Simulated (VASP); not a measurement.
Data:

```
CELL_PARAMETERS angstrom
      2.18092    -3.75451     0.00000
      2.18092     3.75451     0.00000
      0.00000     0.00000     4.48666
ATOMIC_POSITIONS crystal
  Ga 0.15564 0.84436 0.91562
  Ga 0.34436 0.65564 0.41562
  Ga 0.65564 0.34436 0.58438
  Ga 0.84436 0.15564 0.08438
```

The numbers are results of LDA (Ceperley-Alder, Perdew-Zunger), VASP's LDA PAW potentials (set 64) (plane waves; VASP), not measurements. Run with 520 eV cut-off, 9×9×8 Γ-centred mesh, tetrahedra with Blöchl corrections, potentials Ga_d.

The cores are frozen, which limits the accuracy of field gradients.

Q: Give the principal components of the electric field gradient (V/Å²) and the asymmetry η at each nucleus.

A: 
```
atom   Vxx   Vyy    Vzz     η
----  ----  ----  -----  ----
Ga1   21.8  19.2  -41.0  0.06
Ga2   21.8  19.2  -41.0  0.06
Ga3   21.8  19.2  -41.0  0.06
Ga4   21.8  19.2  -41.0  0.06
```

The compound is Ga in the alpha structure. It was relaxed first, which changed the volume by -6 %.
